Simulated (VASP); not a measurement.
An input for Ansatz (written as the equivalent of a VASP run, and not itself run):

Ansatz 0.2 input:
```yaml
crystal:
  lattice:
    - [0.0000000, 2.8708749, 2.8708749]
    - [2.8708749, 0.0000000, 2.8708749]
    - [2.8708749, 2.8708749, 0.0000000]
  atoms:
    - { symbol: Ga, position: [0.0000000, 0.0000000, 0.0000000] }
    - { symbol: As, position: [0.2500000, 0.2500000, 0.2500000] }
kpoints:
  mp_grid: { grid: [8, 8, 8] }
hamiltonian:
  xc: pbe
  pseudopotentials: { kind: paw }
scf:
  occupations: { method: gaussian, width: 0.05 }
  max_iter: 100
relax:
  max_steps: 40
  f_tol: 0.02
  cell: {}
output: { forces: true, stress: true, eigenvalues: true }
```

Task: Write the VASP files for the same calculation (PBE).

Result: One answer among several that fit: 
### INCAR
```
ALGO=Normal
EDIFF=1E-6
EDIFFG=-0.02
ENCUT=500
GGA=PE
IBRION=2
ISIF=3
ISMEAR=0
LASPH=.TRUE.
LCHARG=.FALSE.
LMAXMIX=4
LREAL=.FALSE.
LWAVE=.FALSE.
NELM=100
NSW=40
PREC=Accurate
SIGMA=0.05
SYSTEM=GaAs
```

**POSCAR**
```
GaAs
1.0
  0.0000000000   2.8708749059   2.8708749059
  2.8708749059   0.0000000000   2.8708749059
  2.8708749059   2.8708749059   0.0000000000
Ga As
1 1
Direct
  0.0000000000   0.0000000000   0.0000000000
  0.2500000000   0.2500000000   0.2500000000
```

**KPOINTS**
```
Automatic mesh
0
Gamma
8 8 8
0 0 0
```

POTCAR, in this order: Ga_d As (PBE.64 set). Program: vasp_std.

The two are equivalent in intent, not identical: each code has its own PAW files, so the cut-off isn't converted (ENCUT is set for VASP's; basis.ecutwfc is left out, and Ansatz then takes the one that its files recommend); Ansatz stops its SCF on the density residual and VASP on the energy change (EDIFF).

The compound is GaAs in the zinc blende structure. This run relaxes it. Symmetry was kept, so distortions that lower it aren't found.
